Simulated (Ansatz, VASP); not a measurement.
# Cross-check of MoS2 between VASP and Ansatz, part 2 of 2

One calculation is typed for both programs; each brings its own data sets. How far apart do they land? The structure shown comes from an earlier Ansatz run, which isn't shown and may have moved the atoms alone.

VASP 6.6.1 and Ansatz 0.2.0.

So far: The structure; Ansatz: elastic constants, PBEsol.

### Step 3. VASP: elastic constants, PBEsol

Level of this step: PBEsol, no spin polarisation; plane waves and PAW (Mo_sv, S) (VASP).

The same cell, functional, mesh and smearing now go to VASP, with its own data sets.

Lines of VASP's logs that name or quote its potential files are left out, and so is its time.

INCAR

```
SYSTEM = MoS2
PREC = Accurate
ENCUT = 500
EDIFF = 1E-08
NELM = 120
ISMEAR = 0
SIGMA = 0.02
LREAL = .FALSE.
ALGO = Normal
GGA = PS
NBANDS = 19
LASPH = .TRUE.
LORBIT = 11
LWAVE = .FALSE.
LCHARG = .FALSE.
ISIF = 3
IBRION = 6
NFREE = 2
POTIM = 0.015
NSW = 1
GGA_COMPAT = .FALSE.
EFERMI = MIDGAP
KPAR = 2
```

POSCAR

```
MoS2
1.0
    1.5715505542      0.9073351355      6.2819085045
   -1.5715505542      0.9073351355      6.2819085045
    0.0000000000     -1.8146702710      6.2819085045
Mo S
1 2
Direct
    0.0001013080      0.0001013080      0.0001013080
    0.2507721836      0.2507721836      0.2507721836
    0.4161265085      0.4161265085      0.4161265085
```

KPOINTS

```
Automatic mesh
0
Gamma
9 9 9
0 0 0
```

The projector-augmented-wave data sets are Mo_sv and S (PBE family, release 64).

On the command line:

```bash
$ mpirun -np 2 vasp_std
```

Numbers of over 12 decimals in the logs are rounded to 6 here.

The log of the run:

```text
[banner, memory and clock lines left out]
running    2 mpi-ranks, on    1 nodes
 distrk:  each k-point on    1 cores,    2 groups
 distr:  one band on    1 cores,    1 groups

 POSCAR found type information on POSCAR MoS
 POSCAR found :  2 types and       3 ions
|                                                                             |
|               ----> ADVICE to this user running VASP <----                  |
|                                                                             |
|     You enforced a specific xc type in the INCAR file but a different       |
|     [... a line on the potential file left out ...]
|     I HOPE YOU KNOW WHAT YOU ARE DOING!                                     |
|                                                                             |

 LDA part: xc-table for (Slater+PW92), standard interpolation
 POSCAR, INCAR and KPOINTS ok, starting setup
 FFT: planning ... GRIDC
 FFT: planning ... GRID_SOFT
 FFT: planning ... GRID
 WAVECAR not read
 entering main loop
       N       E                     dE             d eps       ncg     rms          rms(c)
DAV:   1     0.179579253863E+03    0.17958E+03   -0.13279E+04  3230   0.126E+03
DAV:   2    -0.178307752336E+02   -0.19741E+03   -0.19233E+03  4057   0.324E+02
DAV:   3    -0.248156872414E+02   -0.69849E+01   -0.69198E+01  3948   0.573E+01
DAV:   4    -0.248940330201E+02   -0.78346E-01   -0.78301E-01  4055   0.639E+00
DAV:   5    -0.248951473038E+02   -0.11143E-02   -0.11142E-02  3895   0.743E-01    0.260E+01
DAV:   6    -0.238096023276E+02    0.10855E+01   -0.98666E+00  3507   0.200E+01    0.888E+00
DAV:   7    -0.235666779271E+02    0.24292E+00   -0.37396E+00  3388   0.114E+01    0.600E+00
DAV:   8    -0.234510439918E+02    0.11563E+00   -0.56689E-01  3645   0.481E+00    0.177E+00
DAV:   9    -0.234514321815E+02   -0.38819E-03   -0.25595E-02  3992   0.989E-01    0.651E-01
DAV:  10    -0.234500741119E+02    0.13581E-02   -0.10255E-02  3633   0.713E-01    0.134E-01
DAV:  11    -0.234500699965E+02    0.41155E-05   -0.50970E-04  3683   0.166E-01    0.418E-02
DAV:  12    -0.234500543534E+02    0.15643E-04   -0.79550E-05  3705   0.595E-02    0.224E-02
DAV:  13    -0.234500655703E+02   -0.11217E-04   -0.19305E-05  3557   0.253E-02    0.871E-03
DAV:  14    -0.234500656825E+02   -0.11215E-06   -0.15393E-06  4294   0.745E-03    0.265E-03
DAV:  15    -0.234500657779E+02   -0.95381E-07   -0.63998E-07  3628   0.467E-03    0.270E-03
DAV:  16    -0.234500657544E+02    0.23460E-07   -0.16537E-07  3879   0.283E-03    0.128E-03
DAV:  17    -0.234500657662E+02   -0.11808E-07   -0.97563E-09  2518   0.752E-04    0.156E-04
DAV:  18    -0.234500657655E+02    0.69076E-09   -0.62509E-10  2161   0.182E-04
   1 F= -.23450066E+02 E0= -.23450066E+02  d E =0.000000E+00
[... from here on, the cycles between the ionic steps are left out ...]
   2 F= -.23440419E+02 E0= -.23440419E+02  d E =0.000000E+00
  18 F= -.23448932E+02 E0= -.23448932E+02  d E =0.000000E+00
  19 F= -.23448932E+02 E0= -.23448932E+02  d E =0.000000E+00
  20 F= -.23448060E+02 E0= -.23448060E+02  d E =0.000000E+00
  21 F= -.23448120E+02 E0= -.23448120E+02  d E =0.000000E+00
  22 F= -.23448931E+02 E0= -.23448931E+02  d E =0.000000E+00
  23 F= -.23448931E+02 E0= -.23448931E+02  d E =0.000000E+00
  24 F= -.23448129E+02 E0= -.23448129E+02  d E =0.000000E+00
 Finite differences progress:
  Degree of freedom:  12/ 12
  Displacement:        1/  2
  Total:              23/ 24
 bond charge predicted
       N       E                     dE             d eps       ncg     rms          rms(c)
DAV:   1    -0.234454315897E+02    0.26976E-02   -0.92172E-01  3230   0.449E+00    0.924E-01
DAV:   2    -0.234481844518E+02   -0.27529E-02   -0.34819E-02  3819   0.108E+00    0.379E-01
DAV:   3    -0.234481127088E+02    0.71743E-04   -0.65229E-04  3878   0.173E-01    0.214E-01
DAV:   4    -0.234481041695E+02    0.85393E-05   -0.43928E-04  3708   0.123E-01    0.899E-02
DAV:   5    -0.234480788864E+02    0.25283E-04   -0.17712E-04  3655   0.794E-02    0.162E-02
DAV:   6    -0.234480751752E+02    0.37112E-05   -0.98493E-06  3851   0.205E-02    0.106E-02
DAV:   7    -0.234480749382E+02    0.23706E-06   -0.24332E-06  3760   0.785E-03    0.404E-03
DAV:   8    -0.234480748819E+02    0.56334E-07   -0.20543E-07  4287   0.286E-03    0.115E-03
DAV:   9    -0.234480748874E+02   -0.55797E-08   -0.29914E-08  3635   0.107E-03
  25 F= -.23448075E+02 E0= -.23448075E+02  d E =0.000000E+00
 Finite differences progress:
  Degree of freedom:  12/ 12
  Displacement:        2/  2
  Total:              24/ 24
```

Parts of OUTCAR (step 3):

```text
ion  position               nearest neighbor table
   1  0.000  0.000  0.000-   2 2.39   2 2.39   2 2.39   3 2.39   3 2.39   3 2.39
   2  0.251  0.251  0.251-   1 2.39   1 2.39   1 2.39
   3  0.416  0.416  0.416-   1 2.39   1 2.39   1 2.39

  LATTYP: Found a trigonal (rhomboedric) cell.
 ALAT       =     6.5387615533
 COS(alpha) =     0.8844697516

 Subroutine GETGRP returns: Found  6 space group operations
 (whereof  6 operations were pure point group operations)

The static configuration has the point symmetry C_3v.

 Found     85 irreducible k-points:

   k-points           NKPTS =     85   k-points in BZ     NKDIM =     85   number of bands    NBANDS=     19

   dimension x,y,z NGX =    48 NGY =   48 NGZ =   48
   dimension x,y,z NGXF=    96 NGYF=   96 NGZF=   96

   ENCUT  =  500.0 eV  36.75 Ry    6.06 a.u.  11.92 11.92 11.92*2*pi/ulx,y,z

   NELECT =      26.0000    total number of electrons

 k-points in reciprocal lattice and weights: Automatic mesh
   0.00000000  0.00000000  0.00000000       0.001
   0.11111111  0.00000000  0.00000000       0.008
   0.22222222  0.00000000  0.00000000       0.008
   0.33333333 -0.00000000  0.00000000       0.008
   0.44444444  0.00000000  0.00000000       0.008
   0.11111111  0.11111111  0.00000000       0.008
   0.22222222  0.11111111  0.00000000       0.016
   0.33333333  0.11111111  0.00000000       0.016
   0.44444444  0.11111111  0.00000000       0.016
[...]
18      12.9348      0.00000
    ...

 k-point     2 :       0.1111    0.0000    0.0000
  band No.  band energies     occupation
    ...
      9       4.2164      2.00000
     10       4.4679      2.00000
     11       4.8703      2.00000
     12       6.0796      2.00000
     13       6.3184      2.00000
     14       9.3009      0.00000
     15       9.4300      0.00000
     16       9.6980      0.00000
     17       9.8443      0.00000
     18      13.7795      0.00000
    ...

 k-point     3 :       0.2222    0.0000    0.0000
  band No.  band energies     occupation
    ...
      9       3.4379      2.00000
     10       4.2702      2.00000
     11       4.7544      2.00000
     12       5.8256      2.00000
     13       5.9857      2.00000
     14       8.6415      0.00000
     15       9.3086      0.00000
     16       9.8439      0.00000
     17      10.4207      0.00000
     18      14.7170      0.00000
    ...

 k-point     4 :       0.3333   -0.0000    0.0000
  band No.  band energies     occupation
    ...
      9       2.6321      2.00000
     10       3.7402      2.00000
     11       5.3037      2.00000
     12       5.3817      2.00000
     13       5.5803      2.00000
     14       8.8467      0.00000
     15       9.0678      0.00000
     16      10.5201      0.00000
     17      10.8245      0.00000
     18      14.3533      0.00000
    ...

  Total        0.1581796      0.1581796      0.4404584      0.0000000     -0.0000000      0.0000000
  in kB        4.7154400      4.7154400     13.1303560      0.0000000     -0.0000000      0.0000000
  external PRESSURE =       7.5204120 kB  Pullay stress =       0.0000000 kB

  energy-cutoff  :      500.00
  volume of cell :       53.75
      direct lattice vectors                 reciprocal lattice vectors
     1.571550554  0.907335136  6.281908504     0.318157121  0.183688100  0.053062430
    -1.571550554  0.907335136  6.281908504    -0.318157121  0.183688100  0.053062430
     0.000000000 -1.814670271  6.281908504     0.000000000 -0.367376199  0.053062430

 POSITION                                       TOTAL-FORCE (eV/Angst)
 -----------------------------------------------------------------------------------
      0.00000      0.00000      0.00191         0.000000     -0.000000     -0.235199
      0.00000      0.00000      4.72598         0.000000     -0.000000     -0.031562
      0.00000      0.00000      7.82721         0.000000      0.000000      0.266762
 -----------------------------------------------------------------------------------
    total drift:                               -0.000000     -0.000000     -0.000116

  FREE ENERGIE OF THE ION-ELECTRON SYSTEM (eV)
  ---------------------------------------------------
  free  energy   TOTEN  =       -23.4480748874 eV

  energy  without entropy=      -23.4480748874  energy(sigma->0) =      -23.44807489

  SYMMETRIZED ELASTIC MODULI (kBar)
 Direction    XX          YY          ZZ          XY          YZ          ZX
 --------------------------------------------------------------------------------
 XX        2651.2373    805.4123   1007.3431      0.0000     15.1744      0.0000
 YY         805.4123   2651.2373   1007.3431      0.0000    -15.1744      0.0000
 ZZ        1007.3431   1007.3431   2872.3740      0.0000      0.0000     -0.0000
 XY           0.0000      0.0000      0.0000    922.9125      0.0000     15.1744
 YZ          15.1744    -15.1744      0.0000      0.0000   1417.5395      0.0000
 ZX           0.0000      0.0000     -0.0000     15.1744      0.0000   1417.5392
 --------------------------------------------------------------------------------

 Eigenvectors and eigenvalues of the dynamical matrix
 ----------------------------------------------------

   1 f  =   14.027504 THz    88.137406 2PiTHz  467.907163 cm-1    58.013068 meV
             X         Y         Z           dx          dy          dz
      0.000000  0.000000  0.001909     0.000000    0.000000   -0.632910
      0.000000  0.000000  4.725984     0.000000   -0.000000    0.555102
      0.000000  0.000000  7.842206     0.000000   -0.000000    0.539710

   2 f  =   12.187601 THz    76.576957 2PiTHz  406.534619 cm-1    50.403846 meV
             X         Y         Z           dx          dy          dz
      0.000000  0.000000  0.001909     0.000000    0.000000    0.006878
      0.000000  0.000000  4.725984     0.000000   -0.000000    0.701100
      0.000000  0.000000  7.842206     0.000000   -0.000000   -0.713030

   3 f  =   11.526425 THz    72.422666 2PiTHz  384.480161 cm-1    47.669443 meV
             X         Y         Z           dx          dy          dz
      0.000000  0.000000  0.001909    -0.632976   -0.000010   -0.000000
      0.000000  0.000000  4.725984     0.547255    0.000008    0.000000
      0.000000  0.000000  7.842206     0.547588    0.000008    0.000000

   4 f  =   11.526425 THz    72.422666 2PiTHz  384.480161 cm-1    47.669443 meV
             X         Y         Z           dx          dy          dz
      0.000000  0.000000  0.001909     0.000010   -0.632976    0.000000
      0.000000  0.000000  4.725984    -0.000008    0.547255    0.000000
      0.000000  0.000000  7.842206    -0.000008    0.547588   -0.000000

   5 f  =    8.583181 THz    53.929714 2PiTHz  286.304088 cm-1    35.497167 meV
             X         Y         Z           dx          dy          dz
      0.000000  0.000000  0.001909    -0.000121   -0.000000    0.000000
      0.000000  0.000000  4.725984     0.707252    0.000004   -0.000000
      0.000000  0.000000  7.842206    -0.706962   -0.000004    0.000000

   6 f  =    8.583181 THz    53.929714 2PiTHz  286.304088 cm-1    35.497167 meV
             X         Y         Z           dx          dy          dz
      0.000000  0.000000  0.001909    -0.000000    0.000121    0.000000
      0.000000  0.000000  4.725984     0.000004   -0.707252    0.000000
      0.000000  0.000000  7.842206    -0.000004    0.706962    0.000000

   7 f/i=    0.000354 THz     0.002222 2PiTHz    0.011796 cm-1     0.001463 meV
             X         Y         Z           dx          dy          dz
      0.000000  0.000000  0.001909    -0.766069    0.111710    0.000000
      0.000000  0.000000  4.725984    -0.442872    0.064580    0.000000
      0.000000  0.000000  7.842206    -0.442923    0.064588    0.000000

   8 f/i=    0.000354 THz     0.002222 2PiTHz    0.011796 cm-1     0.001463 meV
             X         Y         Z           dx          dy          dz
      0.000000  0.000000  0.001909    -0.111710   -0.766069   -0.000000
      0.000000  0.000000  4.725984    -0.064580   -0.442872   -0.000000
      0.000000  0.000000  7.842206    -0.064588   -0.442923   -0.000000

   9 f/i=    0.000369 THz     0.002320 2PiTHz    0.012317 cm-1     0.001527 meV
             X         Y         Z           dx          dy          dz
      0.000000  0.000000  0.001909    -0.000000   -0.000000    0.774195
      0.000000  0.000000  4.725984    -0.000000   -0.000000    0.447571
      0.000000  0.000000  7.842206    -0.000000   -0.000000    0.447551

 ELASTIC MODULI CONTR FROM IONIC RELAXATION (kBar)
 Direction    XX          YY          ZZ          XY          YZ          ZX
 --------------------------------------------------------------------------------
 XX        -394.6455   -260.5772   -938.4159      0.0000      8.3152     -0.0000
 YY        -260.5772   -394.6455   -938.4159      0.0000     -8.3152     -0.0000
 ZZ        -938.4159   -938.4159  -2688.0156      0.0000     -0.0000     -0.0000
 XY           0.0000      0.0000      0.0000    -67.0342     -0.0000      8.3152
 YZ           8.3152     -8.3152     -0.0000     -0.0000  -1316.7384     -0.0000
 ZX          -0.0000     -0.0000     -0.0000      8.3152     -0.0000  -1316.7377
 --------------------------------------------------------------------------------

 TOTAL ELASTIC MODULI (kBar)
 Direction    XX          YY          ZZ          XY          YZ          ZX
 --------------------------------------------------------------------------------
 XX        2256.5918    544.8351     68.9272      0.0000     23.4896     -0.0000
 YY         544.8351   2256.5918     68.9272      0.0000    -23.4896     -0.0000
 ZZ          68.9272     68.9272    184.3584      0.0000     -0.0000     -0.0000
 XY           0.0000      0.0000      0.0000    855.8783     -0.0000     23.4896
 YZ          23.4896    -23.4896     -0.0000     -0.0000    100.8012     -0.0000
 ZX          -0.0000     -0.0000     -0.0000     23.4896     -0.0000    100.8015
 --------------------------------------------------------------------------------

 total charge
# of ion       s       p       d       tot
------------------------------------------
    1        2.301   6.233   4.002  12.536
    2        1.358   2.326   0.000   3.684
    3        1.358   2.332   0.000   3.690
--------------------------------------------------
tot          5.017  10.891   4.002  19.910

[... 2 further parts left out ...]
```

Levels, forces or a CONTCAR printed for this step are those of its last displaced cell, not of the structure at rest.

### Step 4. Comparison

Known differences besides the potentials themselves: the cutoff is 420 eV in Ansatz and 500 eV in VASP; Ansatz makes its cores anew for this functional, VASP keeps those of its PBE data sets; VASP takes each elastic constant from one size of strain, Ansatz from those that its log lists. Total energies have different zeros and are not compared.

Compared:

```tsv
quantity	Ansatz	VASP	difference
C11 (GPa)	225.0	225.7	-0.29 %
C22 (GPa)	225.0	225.7	-0.29 %
C33 (GPa)	17.6	18.4	-4.47 %
C12 (GPa)	54.3	54.5	-0.29 %
C13 (GPa)	6.8	6.9	-1.70 %
C23 (GPa)	6.8	6.9	-1.70 %
C44 (GPa)	10.2	10.1	+1.00 %
C55 (GPa)	10.2	10.1	+1.00 %
C66 (GPa)	85.3	85.6	-0.29 %
```

### Step 5. Results

```json
{
 "difference in C33 (elastic constants, PBEsol)": "-4.5 %"
}
```

The difference in C33 is -4.5 % (elastic constants, PBEsol), within the 5 % picked in this series as the mark of a large difference. How closely two codes agree says nothing of how well the functional describes the real material.

[Lines on the potential files, build, host, timing and source positions are cut from VASP's logs without a mark.]

[Logs are printed without paths, hosts, clocks, repeated set-up lines and the standing remarks that a program may print on its own settings, such as how far it seeks lower states.]

[Hosts, paths, dates, database ids (printed as entryN), source tags and the programs' standing remarks are cut or masked in the printed files.]
